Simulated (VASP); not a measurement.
Level of theory: PBE GGA, VASP's PBE PAW potentials (set 64) (plane waves; VASP).

VASP ran on this input.

**INCAR**
```
SYSTEM = Ni
PREC = Accurate
ENCUT = 400
EDIFF = 1E-6
NELM = 100
ALGO = Normal
LREAL = .FALSE.
LASPH = .TRUE.
ISMEAR = 1
SIGMA = 0.1
GGA = PE
LMAXMIX = 4
ISPIN = 2
MAGMOM = 0.8
LORBIT = 10
LWAVE = .FALSE.
LCHARG = .FALSE.
ISIF = 2
KSPACING = 0.2
KGAMMA = .FALSE.
```

**POSCAR**
```
Ni
1
    0.0000000000     1.7952000000     1.7952000000
    1.7952000000     0.0000000000     1.7952000000
    1.7952000000     1.7952000000     0.0000000000
Ni
1
Direct
  0.0000000000   0.0000000000   0.0000000000
```

POTCAR, in this order: Ni (PBE.64 set). Program: vasp_std.

Gaps are read on the run's mesh, which can miss a band edge.

Question: What does the run give for the energy per atom (σ→0), cell moment, pressure, band gap (on the k-mesh)?

Answer: 
```
Property                                                    Result
------------------------  ----------------------------------------
energy per atom (σ→0)                               -5.448 eV/atom
cell moment                                                0.64 μB
band gap (on the k-mesh)  none (metal, semimetal or under 0.01 eV)
pressure                                                -10.97 GPa
```

### OSZICAR
```
...
DAV:   6    -0.586426947625E+01    0.60552E+00   -0.18498E+01 15405   0.688E+01    0.664E+00
DAV:   7    -0.546375784199E+01    0.40051E+00   -0.34455E+00 15491   0.275E+01    0.175E+00
DAV:   8    -0.545104501918E+01    0.12713E-01   -0.15501E-02 21328   0.143E+00    0.930E-01
DAV:   9    -0.544833270576E+01    0.27123E-02   -0.23023E-03 21387   0.487E-01    0.245E-01
DAV:  10    -0.544775286567E+01    0.57984E-03   -0.79548E-04 21193   0.262E-01    0.338E-02
DAV:  11    -0.544775113643E+01    0.17292E-05   -0.53512E-05 18713   0.899E-02    0.278E-02
DAV:  12    -0.544775156735E+01   -0.43092E-06   -0.15144E-06  8855   0.163E-02
   1 F= -.54477516E+01 E0= -.54478181E+01  d E =0.199601E-03  mag=     0.6406
```

The compound is Ni in the fcc structure. The cell was not relaxed at this level. The run is one of a series of settings (KGAMMA = .FALSE., KSPACING = 0.2, KPOINTS file removed against the base run), some of them coarse on purpose.
